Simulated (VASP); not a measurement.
Consider the following.

```yaml
crystal:
  lattice:
    - [0.00000, 2.65681, 2.57034]
    - [2.54963, 0.00000, 2.57034]
    - [2.54963, 2.65681, 0.00000]
  atoms:
    - { symbol: Mg, position: [0.00000, 0.00000, 0.00000] }
    - { symbol: S, position: [0.49422, 0.50578, 0.50578] }
```

All values below come from PBE GGA, VASP's PBE PAW potentials (set 64) (plane waves; VASP). Run with 750 eV cut-off, 8×8×8 Γ-centred mesh, Gaussian smearing of 0.050 eV, potentials Mg S.

Give the force on each atom (eV/Å).

```json
[
 {"atom": "Mg1", "Fx": "0.120", "Fy": "0.000", "Fz": "0.000"},
 {"atom": "S2", "Fx": "-0.120", "Fy": "0.000", "Fz": "0.000"}
]
```

Give the stress tensor in GPa (positive for a compressed cell).

```
 3.98   0.00   0.00
 0.00  -0.62   0.00
 0.00   0.00   2.84
```
The pressure is its mean diagonal, 2.07 GPa.

The compound is MgS in the rock salt structure. The cell was not relaxed at this level, atoms are displaced from their ideal sites. The run is one of a series of settings (ENCUT = 750 against the base run), some of them coarse on purpose.
